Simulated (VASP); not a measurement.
Set up this calculation in VASP 6.6.1, as the native input.

| Item | Value |
| --- | --- |
| Task | relaxation of shape and atoms at fixed volume |
| Functional | LDA |
| Potentials or basis | VASP PAW PBE potentials, release 64 (Lu) |
| Cutoff | 600 eV |
| k mesh | 12 × 12 × 7 |
| Occupations | methfessel-paxton, width 0.1 eV |
| Spin | no spin polarisation |
| Further INCAR settings | ALGO = Fast; EDIFF = 1e-07; IBRION = 2; EDIFFG = -0.01; NSW = 40; ISIF = 4 |

The structure of Lu lies in POSCAR:

```
Lu                                      
1.0
    3.3659301364      0.0000000000     -0.0000000000
   -1.6829650682      2.9149810056      0.0000000000
    0.0000000000      0.0000000000      5.2378878737
  Lu            
     2
Direct
     0.3333333332999970    0.6666666667000030    0.2500000000000000
     0.6666666667000030    0.3333333332999970    0.7500000000000000
```

The cell isn't the ideal one: a relaxed cell with its volume scaled by 0.98.

The input as run:

INCAR

```
SYSTEM = Lu
  PREC = Accurate
  ENCUT = 600
  EDIFF = 1E-7
  ISMEAR = 1
  SIGMA = 0.1
  LREAL = .False.
  LASPH = .True.
  NELM = 80
  ALGO = Fast
  ISIF = 4
  LWAVE = .False.
  LCHARG = .False.
  GGA = CA
  IBRION = 2
  NSW = 40
  EDIFFG = -0.01
```

KPOINTS

```
regular mesh
0
Gamma
  12 12 7
  0 0 0
```

Potentials or basis: VASP PAW PBE potentials, release 64 (Lu).

Run with:

```sh
$ cat potpaw_PBE.64/Lu/POTCAR > POTCAR
$ mpirun -np 1 vasp_std > vasp.out
```

It gave:

```json
{"Pressure after relaxing": "0.5 GPa", "Band gap on the k mesh": "none (metal or under the smearing width)"}
```

Caveat: the relaxation stopped at its first step, so nothing moved; the PAW data sets were made with another functional, which shifts forces and pressure a little.

Run time: 3.5 min on 1 thread of Intel(R) Xeon(R) 6975P-C (Granite Rapids), on a shared host, peak memory 0.25 GiB.
